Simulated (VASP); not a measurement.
These are PBE GGA with spin-orbit coupling, VASP's PBE PAW potentials (set 64) (plane waves; VASP) values and carry that method's errors.

A VASP calculation is set up with these files.

**INCAR**
```
! general
SYSTEM       =Cd3W
PREC         =Accurate
ENCUT        =300
LREAL        =.FALSE.
LASPH        =.TRUE.

! electronic loop
EDIFF        =1E-6
NELM         =100   ! most electronic steps
ALGO         =Normal
LMAXMIX      =6

! smearing
ISMEAR       =0   ! Gaussian
SIGMA        =0.05   ! width (eV)

! functional
GGA          =PE   ! PBE
GGA_COMPAT   =.FALSE.

! spin
MAGMOM       =12*0.0
LSORBIT      =.TRUE.
LNONCOLLINEAR=.TRUE.

! ions
ISIF         =2

! output
LWAVE        =.FALSE.
LCHARG       =.FALSE.
LORBIT       =11   ! lm-projected
```

POSCAR:
```
Cd3W
4.3321350
  1.0000000000   0.0000000000   0.0000000000
  0.0000000000   1.0000000000   0.0000000000
  0.0000000000   0.0000000000   1.0000000000
Cd W
3 1
Direct
  0.0000000000   0.5000000000   0.5000000000
  0.5000000000   0.5000000000   0.0000000000
  0.5000000000   0.0000000000   0.5000000000
  0.0000000000   0.0000000000   0.0000000000
```

File KPOINTS:
```
Automatic mesh
0
Gamma
7 7 7
0 0 0
```

POTCAR, in this order: Cd W_sv (PBE.64 set). Program: vasp_ncl.

At this cut-off the stress carries a Pulay error, which pulls relaxed volumes low.

**Question.** Predict the energy per atom (σ→0), pressure, band gap (on the k-mesh).

**Answer.** 
```
Property                                                    Result
------------------------  ----------------------------------------
energy per atom (σ→0)                               -3.430 eV/atom
band gap (on the k-mesh)  none (metal, semimetal or under 0.01 eV)
pressure                                                 -5.49 GPa
```

**OSZICAR**
```
...
DAV:   7    -0.137687747012E+02    0.75498E-01   -0.46989E-01  2612   0.426E+00    0.488E+00
DAV:   8    -0.137219883074E+02    0.46786E-01   -0.17191E-01  2588   0.227E+00    0.129E+00
DAV:   9    -0.137213749461E+02    0.61336E-03   -0.75695E-03  2532   0.685E-01    0.290E-01
DAV:  10    -0.137212705178E+02    0.10443E-03   -0.88797E-04  2596   0.179E-01    0.137E-01
DAV:  11    -0.137212981226E+02   -0.27605E-04   -0.75930E-05  2716   0.600E-02    0.294E-02
DAV:  12    -0.137212857918E+02    0.12331E-04   -0.65576E-05  2600   0.436E-02    0.119E-02
DAV:  13    -0.137212863624E+02   -0.57063E-06   -0.29932E-06  1888   0.957E-03
   1 F= -.13721286E+02 E0= -.13719499E+02  d E =-.357427E-02  mag=     0.0000    -0.0000     0.0000
```

The structure was generated: Cd3W was put into an ordered model structure, which need not be its known phase. The cell was not relaxed at this level. The run is one of a series of settings (GGA_COMPAT = .FALSE., LNONCOLLINEAR = .TRUE., LSORBIT = .TRUE., MAGMOM = 0.0 0.0 0.0 0.0 0.0 0.0 0.0 0.0 0.0 0.0 0.0 0.0, program vasp_ncl against the base run), some of them coarse on purpose.
